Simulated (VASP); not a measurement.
Method: PBE GGA + U (Dudarev), VASP's PBE PAW potentials (set 64) (plane waves; VASP).

Input for VASP

File KPOINTS:
```
Automatic mesh
0
Gamma
7 7 7
0 0 0
```

**POSCAR**
```
VSe2
1
    1.5802940000     0.9123830000     6.1186630000
   -1.5802940000     0.9123830000     6.1186630000
    0.0000000000    -1.8247660000     6.1186630000
V Se
1 2
Direct
  0.0000000000   0.0000000000   0.0000000000
  0.7523000000   0.7523000000   0.7523000000
  0.5810000000   0.5810000000   0.5810000000
```

INCAR:
```
! general
SYSTEM   =VSe2
PREC     =Accurate
ENCUT    =400
LREAL    =.FALSE.   ! projection in real space or not
LASPH    =.TRUE.   ! aspherical one-centre terms

! electronic loop
EDIFF    =1E-6
NELM     =100   ! most electronic steps
ALGO     =Normal
LMAXMIX  =4

! smearing
ISMEAR   =0   ! Gaussian
SIGMA    =0.05   ! width (eV)

! functional
GGA      =PE

! spin
ISPIN    =2   ! spin-polarised
MAGMOM   =2.0 2*0.0

! DFT+U
LDAU     =.TRUE.
LDAUTYPE =2
LDAUL    =2 -1
LDAUU    =3.0 0
LDAUJ    =0 0
LDAUPRINT=1

! ions
ISIF     =2

! output
LWAVE    =.FALSE.
LCHARG   =.FALSE.
LORBIT   =10
```

POTCAR, in this order: V_sv Se (PBE.64 set). Program: vasp_std.

The resulting files:

### OSZICAR
```
       N       E                     dE             d eps       ncg     rms          rms(c)
DAV:   1     0.178654030589E+03    0.17865E+03   -0.10880E+04  3096   0.116E+03
DAV:   2    -0.644744480221E+01   -0.18510E+03   -0.18215E+03  3358   0.339E+02
DAV:   3    -0.167239072780E+02   -0.10276E+02   -0.10026E+02  3497   0.743E+01
DAV:   4    -0.168820583711E+02   -0.15815E+00   -0.15779E+00  3515   0.889E+00
DAV:   5    -0.168832246037E+02   -0.11662E-02   -0.11659E-02  3597   0.810E-01    0.238E+01
DAV:   6    -0.179880985013E+02   -0.11049E+01   -0.54221E+01  3262   0.566E+01    0.184E+01
DAV:   7    -0.152460476429E+02    0.27421E+01   -0.50989E+01  3608   0.560E+01    0.100E+01
DAV:   8    -0.146777281759E+02    0.56832E+00   -0.28406E+00  3315   0.132E+01    0.379E+00
DAV:   9    -0.146605858621E+02    0.17142E-01   -0.34387E-01  3450   0.413E+00    0.127E+00
DAV:  10    -0.146789110828E+02   -0.18325E-01   -0.54947E-02  3158   0.123E+00    0.794E-01
DAV:  11    -0.146807110837E+02   -0.18000E-02   -0.38766E-02  3244   0.143E+00    0.224E-01
DAV:  12    -0.146815000268E+02   -0.78894E-03   -0.58207E-03  3138   0.486E-01    0.112E-01
DAV:  13    -0.146817448969E+02   -0.24487E-03   -0.48425E-04  3111   0.146E-01    0.453E-02
DAV:  14    -0.146817638681E+02   -0.18971E-04   -0.29665E-05  3184   0.438E-02    0.277E-02
DAV:  15    -0.146817756263E+02   -0.11758E-04   -0.24872E-05  3207   0.339E-02    0.123E-02
DAV:  16    -0.146817789423E+02   -0.33160E-05   -0.69532E-06  3215   0.211E-02    0.340E-03
DAV:  17    -0.146817792665E+02   -0.32422E-06   -0.32244E-07  1496   0.491E-03
   1 F= -.14681779E+02 E0= -.14681490E+02  d E =-.577571E-03  mag=     0.9771
```

OUTCAR:
```
------------------------ aborting loop because EDIFF is reached ----------------------------------------
  FORCE on cell =-STRESS in cart. coord.  units (eV):
  Direction    XX          YY          ZZ          XY          YZ          ZX
  --------------------------------------------------------------------------------------
  Total        6.5902023      6.5901999      5.6462956      0.0000000      0.0000000     -0.0000000
  in kB      199.4740781    199.4740054    170.9036483      0.0000000      0.0000000     -0.0000000
  external PRESSURE =     189.9505773 kB  Pullay stress =       0.0000000 kB
  volume of cell :       52.93
      direct lattice vectors                 reciprocal lattice vectors
     1.580294000  0.912383000  6.118663000     0.316396822  0.182671824  0.054478132
    -1.580294000  0.912383000  6.118663000    -0.316396822  0.182671824  0.054478132
     0.000000000 -1.824766000  6.118663000     0.000000000 -0.365343648  0.054478132
 POSITION                                       TOTAL-FORCE (eV/Angst)
 -----------------------------------------------------------------------------------
      0.00000      0.00000      0.00000         0.000000      0.000000      0.069352
      0.00000      0.00000     13.80921         0.000000     -0.000000      1.219646
      0.00000      0.00000     10.66483         0.000000      0.000000     -1.288999
 -----------------------------------------------------------------------------------
    total drift:                               -0.000000      0.000010     -0.000157
  FREE ENERGIE OF THE ION-ELECTRON SYSTEM (eV)
  ---------------------------------------------------
  free  energy   TOTEN  =       -14.6817792665 eV

  energy  without entropy=      -14.6812016959  energy(sigma->0) =      -14.68149048

 total charge

# of ion       s       p       d       tot
------------------------------------------
    1        2.262   6.264   3.129  11.656
    2        1.485   2.389   0.068   3.942
    3        1.485   2.389   0.067   3.942
--------------------------------------------------
tot          5.233  11.042   3.264  19.539

 magnetization (x)

# of ion       s       p       d       tot
------------------------------------------
    1        0.011   0.012   1.050   1.073
    2       -0.003  -0.098   0.007  -0.094
    3       -0.003  -0.099   0.007  -0.095
--------------------------------------------------
tot          0.005  -0.185   1.063   0.883
```
(Selected blocks of OUTCAR.)

### OUTCAR
```
 val. band max:        6.6901813001   @ k =   0.1429   0.1429   0.1429

 cond. band min:       6.7844793322   @ k =   0.4286  -0.0000   0.0000


 Fermi energy:         6.7665671682

 spin component 1

 k-point     1 :       0.0000    0.0000    0.0000
  band No.  band energies     occupation
      1     -58.4146      1.00000
      2     -32.2688      1.00000
      3     -32.2688      1.00000
      4     -32.2297      1.00000
      5      -8.5666      1.00000
      6      -6.8911      1.00000
      7      -0.1102      1.00000
      8       4.6409      1.00000
      9       4.6409      1.00000
     10       5.7372      1.00000
     11       5.7372      1.00000
     12       5.8170      1.00000
     13       6.5228      1.00000
     14       9.6037      0.00000
     15       9.6037      0.00000
     16       9.9297      0.00000
     17       9.9297      0.00000

 k-point     2 :       0.1429   -0.0000   -0.0000
  band No.  band energies     occupation
      1     -58.4112      1.00000
      2     -32.2984      1.00000
      3     -32.2755      1.00000
      4     -32.2233      1.00000
      5      -8.2399      1.00000
      6      -6.6821      1.00000
      7       0.2606      1.00000
      8       3.9329      1.00000
      9       4.8579      1.00000
     10       4.8633      1.00000
     11       5.3539      1.00000
     12       5.8219      1.00000
     13       6.5572      1.00000
     14       8.6352      0.00000
     15       9.0646      0.00000
     16       9.3944      0.00000
     17       9.7598      0.00000

 k-point     3 :       0.2857    0.0000   -0.0000
  band No.  band energies     occupation
      1     -58.4041      1.00000
      2     -32.3655      1.00000
      3     -32.2910      1.00000
      4     -32.2091      1.00000
      5      -7.3631      1.00000
      6      -6.1300      1.00000
      7       1.0984      1.00000
      8       2.2730      1.00000
      9       3.1950      1.00000
...
```

The moments were started parallel, and other spin orders were not tried in this run.

The structure was generated: VSe2 was put into the 3R-MoS2 type (R3m), which need not be its known phase. The cell was not relaxed at this level. The k-mesh is coarse (spacing up to 0.33 per Å, 2π included), so the numbers may not be converged in it. The run is one of a series of settings (LDAU = .TRUE., LDAUJ = 0 0, LDAUL = 2 -1, LDAUTYPE = 2, LDAUU = 3.0 0 against the base run), some of them coarse on purpose.
